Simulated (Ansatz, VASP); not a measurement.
**Ba2CaMoO6: VASP beside Ansatz**

Wanted: the spread between two codes on one cell, functional and k mesh. The cell is taken from a series of runs on this material, whose earlier steps may have relaxed, scaled, displaced or heated it; both programs get it as it stands.

Method: plane waves, with VASP 6.6.1 beside it; G0W0 gap at LDA, in Ansatz 0.2.0.

### 1. The structure

The structure is cubic, space group Fm-3m (No. 225). Conventional cell: a = 8.380 Å, b = 8.380 Å, c = 8.380 Å, α = 90.00°, β = 90.00°, γ = 90.00°. Nearest to Ba lie 12 O at 2.97 Å. Ca has 6 O at 2.28 Å nearest. Mo has 6 O at 1.91 Å nearest. O has 1 Mo at 1.91 Å and 1 Ca at 2.28 Å and 4 Ba at 2.97 Å nearest. Farther neighbours and most contacts between anions are not listed.

### 2. Ansatz: G0W0 gap, LDA

Ansatz runs on its default PAW (the set named soft_2) files.

Quasiparticle shifts depend on high empty states and on the cores, so they are the hardest test of two PAW sets.

Contents of input.yaml:

```yaml
crystal:
  lattice:
    - [0.0, 4.1900565, 4.1900565]
    - [4.1900565, 0.0, 4.1900565]
    - [4.1900565, 4.1900565, 0.0]
  atoms:
    - { symbol: Ba, position: [0.25, 0.25, 0.25] }
    - { symbol: Ba, position: [0.75, 0.75, 0.75] }
    - { symbol: Ca, position: [0.0, 0.0, 0.0] }
    - { symbol: Mo, position: [0.5, 0.5, 0.5] }
    - { symbol: O, position: [0.72814, 0.27186, 0.27186] }
    - { symbol: O, position: [0.27186, 0.72814, 0.27186] }
    - { symbol: O, position: [0.27186, 0.72814, 0.72814] }
    - { symbol: O, position: [0.72814, 0.27186, 0.72814] }
    - { symbol: O, position: [0.27186, 0.27186, 0.72814] }
    - { symbol: O, position: [0.72814, 0.72814, 0.27186] }
kpoints:
  mp_grid: { grid: [2, 2, 2] }
hamiltonian:
  xc: lda
scf:
  occupations: { method: fixed }
gw:
  n_empty_bands: 179
  ecut_chi: 141.5
  qp_bands: [v2, c2]
  qp_kpoints: [[0.0, 0.0, 0.0], [0.5, 0.5, 0.0]]
  screening: { model: contour_deformation }
```

The run is started by

```console
> ansatz run input.yaml --threads 4 --pin off --max-ram 14745MiB --backend cpu --events-out ev --progress --plain --runs-dir out
```

Numbers of over 12 decimals in the logs are rounded to 6 here.

Log:

```text
Engine: ansatz 0.2.0, aarch64-unknown-linux-gnu
Pseudopotentials: kind: paw
Pseudopotential: Ba, paw, valence charge 10, recommended cutoff 420 eV (normal), Ba.paw.azcp
Pseudopotential: Ca, paw, valence charge 10, recommended cutoff 420 eV (normal), Ca.paw.azcp
Pseudopotential: Mo, paw, valence charge 14, recommended cutoff 420 eV (normal), Mo.paw.azcp
Pseudopotential: O, paw, valence charge 6, recommended cutoff 420 eV (normal), O.paw.azcp
Functional definition: SPW92
  exchange = slater_x
  correlation = pw_c
Crystal: 10 atoms, lattice volume = 147.126 Å³
Basis set: ecut = 420 eV, 2891 PW (Γ)
Bands: 50, of which v1, the nominal top of the filled ones, is band 40 counted from 1 (39 counted from 0)
Symmetry: 48 space group operations
Space group: Fm-3m (ITA 225), of the structure as read, at distance tolerance 5.3e-5 Å
k-points: 3 of 8
Non-local potential: Ba, projectors of the file, l = 0: 3, l = 1: 2, l = 2: 2, l = 3: 2
Non-local potential: Ca, projectors of the file, l = 0: 3, l = 1: 2, l = 2: 2
Non-local potential: Mo, projectors of the file, l = 0: 3, l = 1: 2, l = 2: 2, l = 3: 1
Non-local potential: O, projectors of the file, l = 0: 2, l = 1: 2, l = 2: 1
PAW form: soft (Blöchl's): semilocal exchange-correlation on the pseudo side does not see the compensation charge
PAW frozen core: Ba, regenerated for the run's functional, and the local potential with it (the file was generated under x = pbe(κ = 0.804, μ = 0.219515), c = pbe(β = 0.066725))
PAW frozen core: Ca, regenerated for the run's functional, and the local potential with it (the file was generated under x = pbe(κ = 0.804, μ = 0.219515), c = pbe(β = 0.066725))
PAW frozen core: Mo, regenerated for the run's functional, and the local potential with it (the file was generated under x = pbe(κ = 0.804, μ = 0.219515), c = pbe(β = 0.066725))
PAW frozen core: O, regenerated for the run's functional, and the local potential with it (the file was generated under x = pbe(κ = 0.804, μ = 0.219515), c = pbe(β = 0.066725))
PAW one-centre angular grid: Ba, 194 points (default); XC on 64 Gauss nodes
PAW one-centre angular grid: Ca, 110 points (default); XC on 64 Gauss nodes
PAW one-centre angular grid: Mo, 590 points (default); XC on 64 Gauss nodes
PAW one-centre angular grid: O, 110 points (default); XC on 64 Gauss nodes
Initial density: superposition of atomic densities (neutral atoms: chi_scale 0, normalization atom), corrected by the library's trained network
Initial wavefunctions: pseudopotential atomic-orbital guess
Functional: x = slater, c = lda
SCF iter   1: F=—  HF=-21519.139248 eV  |F-HF|=—  |Δ(HF+E_count)|=         —  Δρ=1.46e-2  dr2=2.86e-1  ethr=1.77e-3  ⟨swp⟩=4.7  Hψ=557  notcnv=0  defer=21
preconditioner: auto → Resta (q_TF=auto, 2.465 Å⁻¹)  ε∞=4.7  [insulator: Δε(μ)=1.929 eV  Ē_g=12.903 eV  n_scr=26 (ndim 8)  ℏωp=24.9 eV  f_vac=0.000  ε∞_Penn≈4.7]
SCF iter   2: F=—  HF=-21519.080025 eV  |F-HF|=—  |Δ(HF+E_count)|=   5.92e-2  Δρ=5.84e-3  dr2=4.89e-2  ethr=3.58e-4  ⟨swp⟩=2.3  Hψ=251  notcnv=0  defer=21
SCF iter   3: F=—  HF=-21519.071218 eV  |F-HF|=—  |Δ(HF+E_count)|=   8.81e-3  Δρ=2.20e-3  dr2=5.03e-3  ethr=6.12e-5  ⟨swp⟩=2.3  Hψ=270  notcnv=0  defer=21
SCF iter   4: F=—  HF=-21519.070096 eV  |F-HF|=—  |Δ(HF+E_count)|=   1.12e-3  Δρ=7.92e-4  dr2=6.77e-4  ethr=6.29e-6  ⟨swp⟩=3.0  Hψ=262  notcnv=0  defer=20
SCF iter   5: F=—  HF=-21519.069961 eV  |F-HF|=—  |Δ(HF+E_count)|=   1.35e-4  Δρ=1.16e-4  dr2=1.45e-5  ethr=8.46e-7  ⟨swp⟩=2.0  Hψ=226  notcnv=0  defer=16
SCF iter   6: F=—  HF=-21519.069964 eV  |F-HF|=—  |Δ(HF+E_count)|=   2.98e-6  Δρ=1.83e-5  dr2=5.06e-7  ethr=1.82e-8  ⟨swp⟩=2.0  Hψ=211  notcnv=0  defer=16
SCF iter   7: F=-21519.069964 eV  HF=-21519.069964 eV  |F-HF|=1.37e-9  |Δ(HF+E_count)|=   1.79e-7  Δρ=2.80e-6  dr2=1.01e-8  ethr=1.25e-10  ⟨swp⟩=14.0  Hψ=763  notcnv=0
SCF 1 converged in 7 iterations: F = -21519.069964 eV  dr2 = 1.01e-8
  greatest PAW one-centre occupation: 0.999 electrons in one spin orbital (limit 2), on the Mo atom at site 3 (counted from 0), in its partial waves of l = 0
NSCF: frozen V_eff on 3 k-points
G₀W₀ screening: q 1/3
[... further progress lines ...]
NSCF: frozen V_eff on 1 k-points
NSCF: frozen V_eff on 1 k-points
SCF converged after 7 iterations
Free energy (F): -21519.069964 eV
Harris-Foulkes:  -21519.069964 eV  (|F-HF|=1.37e-9)
Internal energy: -21519.069964 eV  (E = F + TS)
E sigma→0 (E₀):  -21519.069964 eV
Fermi energy:    8.818683 eV
--- Per-component energies (eV) ---
  E_band       = -303.344321
  E_kinetic    = 2102.378884
  E_local      = -4697.437816  (includes V_loc(G=0)·N_el)
  E_nonlocal   = 627.968192
  E_hartree    = 1702.997634
  E_xc         = -1090.580419
  E_vxc        = -1235.165669  (∫ρ·V_xc dr)
  E_paw        = -14900.469428  (= ΣΔE_a)
  E_vpaw       = -507.098323  (= ΣTr[D̂ρ^β])
  E_aug_tail   = 0.014819  (compensation charges beyond the density's cutoff)
  E_ewald      = -5265.844372
  E_core_change = 1.902542  (= ΣΔE_core)
  E_smearing   = -0.000000  (= −TS)
  E_closure    = -0.000000  (closes the sum)
  Σ components = -21519.069964   (vs F -21519.069964, Δ=0.00e0)
--- Band table (eV) ---
  k-point 0: bands = [... 36 lower, 8.4936, 8.8187, 8.8187, 8.8187, 11.3343, 11.3343, 11.3343, 13.3081, ... 6 higher]
  k-point 1: bands = [... 36 lower, 8.0341, 8.3532, 8.3532, 8.5083, 11.6452, 11.7543, 11.7543, 15.0179, ... 6 higher]
  k-point 2: bands = [... 36 lower, 7.8061, 8.2861, 8.2861, 8.7710, 10.9275, 12.1374, 12.1374, 14.8096, ... 6 higher]
--- G₀W₀: contour deformation, 6 samples at zero and on the imaginary axis and 1 off it, 8 q-points, 179 empty bands' worth ---
  eigenvalues of the whole cell's RPA ε∞ on this k-mesh (on a slab, of 1 + 4πα/V) = 5.3465, 5.3465, 5.3465; static W/v taken at q = 0 is 0.187038
    ik  band        ε_KS         Σx   Σc(E_QP)       V_xc       Z   E_QP_lin       E_QP  E_QP is
     0    39      8.8187   -25.5628     4.9178   -20.6614  0.7178     8.8350     8.8350  root
     0    40      8.8187   -25.5628     4.9178   -20.6614  0.7178     8.8350     8.8350  root
     0    41     11.3343   -14.4312    -4.0916   -20.1126  0.7652    12.9777    12.9241  root
     0    42     11.3343   -14.4312    -4.0916   -20.1126  0.7652    12.9777    12.9241  root
     2    39      8.2861   -26.2872     4.9836   -21.2512  0.7285     8.2336     8.2337  root
     2    40      8.7710   -25.3924     4.8833   -20.5144  0.7182     8.7763     8.7763  root
     2    41     10.9275   -13.4112    -4.4198   -19.4111  0.7736    12.5587    12.5076  root
     2    42     12.1374   -16.5178    -4.3693   -22.5724  0.7435    13.8975    13.8227  root
```

### 3. VASP: G0W0 gap, LDA

The same cell, functional (in two slightly different forms) and mesh now go to VASP, with its own data sets.

Lines of VASP's logs that name or quote its potential files are left out, and so is its time.

The run reads the wave functions of an earlier VASP run, which isn't shown here.

Contents of INCAR:

```
SYSTEM = Ba2CaMoO6
PREC = Accurate
ENCUT = 440
ISMEAR = 0
SIGMA = 0.01
LREAL = .FALSE.
GGA = CA
NBANDS = 219
LASPH = .TRUE.
ALGO = EVGW0
NELMGW = 1
ENCUTGW = 141.5
NOMEGA = 64
PRECFOCK = Fast
NBANDSGW = 48
LWAVE = .FALSE.
LCHARG = .FALSE.
```

Contents of POSCAR:

```
Ba2CaMoO6
1.0
    0.0000000000      4.1900565000      4.1900565000
    4.1900565000      0.0000000000      4.1900565000
    4.1900565000      4.1900565000      0.0000000000
Ba Ca Mo O
2 1 1 6
Direct
    0.2500000000      0.2500000000      0.2500000000
    0.7500000000      0.7500000000      0.7500000000
    0.0000000000      0.0000000000      0.0000000000
    0.5000000000      0.5000000000      0.5000000000
    0.7281400000      0.2718600000      0.2718600000
    0.2718600000      0.7281400000      0.2718600000
    0.2718600000      0.7281400000      0.7281400000
    0.7281400000      0.2718600000      0.7281400000
    0.2718600000      0.2718600000      0.7281400000
    0.7281400000      0.7281400000      0.2718600000
```

Contents of KPOINTS:

```
Automatic mesh
0
Gamma
2 2 2
0 0 0
```

The projector-augmented-wave data sets are Ba_sv_GW, Ca_sv_GW, Mo_sv_GW and O_GW (LDA family, release 64).

The run is started by

```console
> export OMP_NUM_THREADS=4
> mpirun -np 1 vasp_std
```

Log:

```text
[banner, memory and clock lines left out]
running    1 mpi-ranks, on    1 nodes
 distrk:  each k-point on    1 cores,    1 groups
 distr:  one band on    1 cores,    1 groups
 Offloading initialized ...    1 GPUs detected
 POSCAR found type information on POSCAR BaCaMoO
 POSCAR found :  4 types and      10 ions
|                                                                             |
|           W    W    AA    RRRRR   N    N  II  N    N   GGGG   !!!           |
|           W    W   A  A   R    R  NN   N  II  NN   N  G    G  !!!           |
|           W    W  A    A  R    R  N N  N  II  N N  N  G       !!!           |
|           W WW W  AAAAAA  RRRRR   N  N N  II  N  N N  G  GGG   !            |
|           WW  WW  A    A  R   R   N   NN  II  N   NN  G    G                |
|           W    W  A    A  R    R  N    N  II  N    N   GGGG   !!!           |
|                                                                             |
|     The default for ENCUTGWSOFT is different in this version of VASP.       |
|     please manually set ENCUTGWSOFT =141.5 in the INCAR file.               |
|                                                                             |

 LDA part: xc-table for (Slater(with rela. corr.)+CA(PZ))
 , standard interpolation
 found WAVECAR, reading the header
 POSCAR, INCAR and KPOINTS ok, starting setup
 FFT: planning ... GRIDC
 FFT: planning ... GRID_SOFT
 FFT: planning ... GRID
 reading WAVECAR
 the WAVECAR file was read successfully
 initial charge from wavefunction
 available memory per node:   1621.90 GB, setting MAXMEM to   1660826

 The Fermi energy was updated, please check that it is located mid-gap
 values below the HOMO (VB) or above the LUMO (CB) will cause erroneous energies
 E-fermi :   5.4602

 calculate exact exchange contribution
 the WAVEDER file was read successfully
energies w=
    0.000    0.000    0.899    0.000    1.795    0.000    2.688    0.000
    3.575    0.000    4.454    0.000    5.324    0.000    6.185    0.000
    7.035    0.000    7.873    0.000    8.700    0.000    9.516    0.000
   10.320    0.000   11.114    0.000   11.897    0.000   12.672    0.000
   13.438    0.000   14.197    0.000   14.951    0.000   15.700    0.000
   16.447    0.000   17.192    0.000   17.937    0.000   18.684    0.000
   19.435    0.000   20.192    0.000   20.956    0.000   21.731    0.000
   22.517    0.000   23.319    0.000   24.138    0.000   24.977    0.000
   25.840    0.000   26.730    0.000   27.652    0.000   28.610    0.000
   29.608    0.000   30.653    0.000   31.751    0.000   32.909    0.000
   34.137    0.000   35.443    0.000   36.840    0.000   38.342    0.000
   39.964    0.000   41.726    0.000   43.652    0.000   45.771    0.000
   48.118    0.000   50.736    0.000   53.681    0.000   57.023    0.000
   60.854    0.000   65.294    0.000   70.506    0.000   76.713    0.000
   84.233    0.000   93.530    0.000  105.314    0.000  120.724    0.000
  141.716    0.000  171.943    0.000  219.125    0.000  302.883    0.000
 responsefunction array rank=     588
 LDA part: xc-table for (Slater(with rela. corr.)+CA(PZ))
 , standard interpolation

 min. memory requirement per mpi rank    952.1 MB, per node    952.1 MB

 allocating  64 responsefunctions rank=   588
 shmem allocating  64 responsefunctions rank=   588
 response function shared by NCSHMEM nodes    1
 Doing            64  frequencies on each core in blocks of            64
NQ=   1    0.0000    0.0000    0.0000,
|.........|.........|.........|.........|.........|.........|.........|.........
 performed        177000 updates of chi_q(r,r)
 total number of BLAS operations        409.79 Gflops
NQ=   2    0.5000    0.0000    0.0000,
|.........|.........|.........|.........|.........|.........|.........|.........
 performed        459000 updates of chi_q(r,r)
 total number of BLAS operations       1139.57 Gflops
NQ=   3    0.5000    0.5000    0.0000,
|.........|.........|.........|.........|.........|.........|.........|.........
 performed        720000 updates of chi_q(r,r)
 total number of BLAS operations       1863.50 Gflops
 resolving degeneracies of screened two electron integrals

 calculate QP shifts <psi_nk| G(iteration)W_0 |psi_nk>: iteration 1
 entering main loop
```

From OUTCAR (step 3):

```text
ion  position               nearest neighbor table
   1  0.250  0.250  0.250-
   2  0.750  0.750  0.750-
   3  0.000  0.000  0.000-   5 2.28   6 2.28   7 2.28   8 2.28   9 2.28  10 2.28
   4  0.500  0.500  0.500-   5 1.91   6 1.91   7 1.91   8 1.91   9 1.91  10 1.91
   5  0.728  0.272  0.272-   4 1.91   3 2.28
   6  0.272  0.728  0.272-   4 1.91   3 2.28
   7  0.272  0.728  0.728-   4 1.91   3 2.28
   8  0.728  0.272  0.728-   4 1.91   3 2.28
   9  0.272  0.272  0.728-   4 1.91   3 2.28
  10  0.728  0.728  0.272-   4 1.91   3 2.28

  LATTYP: Found a face centered cubic cell.
 ALAT       =     8.3801130000

 Subroutine GETGRP returns: Found 48 space group operations
 (whereof 48 operations were pure point group operations)

The static configuration has the point symmetry O_h .

 Found      3 irreducible k-points:

   k-points           NKPTS =      3   k-points in BZ     NKDIM =      8   number of bands    NBANDS=    219

   dimension x,y,z NGX =    42 NGY =   42 NGZ =   42
   dimension x,y,z NGXF=    84 NGYF=   84 NGZF=   84

   ENCUT  =  440.0 eV  32.34 Ry    5.69 a.u.  10.13 10.13 10.13*2*pi/ulx,y,z

   NELECT =      80.0000    total number of electrons

  energy-cutoff  :      440.00
  volume of cell :      147.13
      direct lattice vectors                 reciprocal lattice vectors
     0.000000000  4.190056500  4.190056500    -0.119330133  0.119330133  0.119330133
     4.190056500  0.000000000  4.190056500     0.119330133 -0.119330133  0.119330133
     4.190056500  4.190056500  0.000000000     0.119330133  0.119330133 -0.119330133

 k-points in reciprocal lattice and weights: Automatic mesh
   0.00000000  0.00000000  0.00000000       0.125
   0.50000000  0.00000000  0.00000000       0.500
   0.50000000  0.50000000  0.00000000       0.375

 E-fermi :   5.4602

 QP shifts <psi_nk| G(iteration)W_0 |psi_nk>: iteration 1
 for sc-GW calculations column KS-energies equals QP-energies in previous step
 and V_xc(KS)=  KS-energies - (<T + V_ion + V_H > + <T+V_H+V_ion>^1  + <V_x>^1)
 k-point   1 :       0.0000    0.0000    0.0000
  band No.  KS-energies  QP-energies   sigma(KS)   V_xc(KS)     V^pw_x(r,r')   Z            occupation Imag(sigma)
    ...
     37       4.0785       3.9934     -20.0402     -19.9239     -24.8439       0.7320       2.0000       0.3036
     38       4.4110       4.3521     -19.6230     -19.5415     -24.4456       0.7230       2.0000       0.3093
     39       4.4110       4.3521     -19.6230     -19.5415     -24.4456       0.7230       2.0000       0.3093
     40       4.4110       4.3521     -19.6230     -19.5415     -24.4456       0.7230       2.0000       0.3093
     41       6.9173       8.5626     -15.2827     -17.4364     -11.7791       0.7639       0.0000      -0.2005
     42       6.9173       8.5626     -15.2827     -17.4364     -11.7791       0.7639       0.0000      -0.2005
     43       6.9173       8.5626     -15.2827     -17.4364     -11.7791       0.7639       0.0000      -0.2005
     44       8.8904      10.0893      -8.6692     -10.1361      -4.8291       0.8172       0.0000      -0.1976
    ...

 k-point   2 :       0.5000    0.0000    0.0000
  band No.  KS-energies  QP-energies   sigma(KS)   V_xc(KS)     V^pw_x(r,r')   Z            occupation Imag(sigma)
    ...
     37       3.6184       3.5210     -19.2551     -19.1214     -24.0225       0.7286       2.0000       0.3289
     38       3.9465       3.8291     -18.8408     -18.6785     -23.5469       0.7232       2.0000       0.3215
     39       3.9465       3.8291     -18.8408     -18.6785     -23.5469       0.7232       2.0000       0.3215
     40       4.1003       3.9981     -19.1983     -19.0563     -24.0252       0.7201       2.0000       0.3216
     41       7.2300       8.9234     -16.1043     -18.3417     -12.3462       0.7569       0.0000      -0.2246
     42       7.3384       9.0076     -15.9876     -18.1922     -12.3501       0.7571       0.0000      -0.2212
     43       7.3384       9.0076     -15.9876     -18.1922     -12.3501       0.7571       0.0000      -0.2212
     44      10.6021      12.2715      -9.6436     -11.7193      -5.5242       0.8042       0.0000      -0.2294
    ...

 k-point   3 :       0.5000    0.5000    0.0000
  band No.  KS-energies  QP-energies   sigma(KS)   V_xc(KS)     V^pw_x(r,r')   Z            occupation Imag(sigma)
    ...
     37       3.3997       3.2476     -17.9473     -17.7373     -22.5679       0.7244       2.0000       0.3429
     38       3.8727       3.7487     -20.0642     -19.8953     -24.9387       0.7339       2.0000       0.3094
     39       3.8727       3.7487     -20.0642     -19.8953     -24.9387       0.7339       2.0000       0.3094
     40       4.3648       4.2951     -19.5095     -19.4131     -24.2952       0.7234       2.0000       0.3088
     41       6.5094       8.1463     -14.5570     -16.6791     -10.7009       0.7713       0.0000      -0.2071
     42       7.7229       9.4813     -17.1237     -19.4800     -13.4532       0.7462       0.0000      -0.2421
     43       7.7229       9.4813     -17.1237     -19.4800     -13.4532       0.7462       0.0000      -0.2421
     44      10.3995      11.9628     -12.1569     -14.1221      -8.1441       0.7955       0.0000      -0.2246
    ...
```

This run has no spin polarisation, so a moment on Mo, if there is one, isn't seen.

### 4. Comparison

Known differences besides the potentials themselves: the two LDA forms differ slightly; fixed occupations in Ansatz, narrow Gaussian smearing in VASP; the cutoff is 420 eV in Ansatz and 440 eV in VASP; VASP's log shows a relativistic correction to its local exchange, Ansatz's none; Ansatz integrates over frequency by contour deformation, VASP on a grid of NOMEGA points; Ansatz's G0W0 levels solve the quasiparticle equation, VASP's are linearised. Total energies have different zeros and are not compared.

Compared:

```tsv
quantity	Ansatz	VASP	difference
G0W0 gap on the mesh (eV)	3.67	3.79	-0.12
Kohn-Sham gap under it (eV)	2.11	2.10	+0.01
```

### 5. Outcome

| Property | Result |
| --- | --- |
| difference in G0W0 gap on the mesh (G0W0 gap, LDA) | -0.12 eV |

In words: The difference in G0W0 gap on the mesh is -0.12 eV (G0W0 gap, LDA). Such differences can come from data sets, numerical settings and the points named under the comparisons, not from the functional's error against experiment.

[Lines on the potential files, build, host, timing and source positions are cut from VASP's logs without a mark.]

[Logs are printed without paths, hosts, clocks, repeated set-up lines and the standing remarks that a program may print on its own settings, such as how far it seeks lower states.]

[Hosts, paths, dates, database ids (printed as entryN), source tags and the programs' standing remarks are cut or masked in the printed files.]
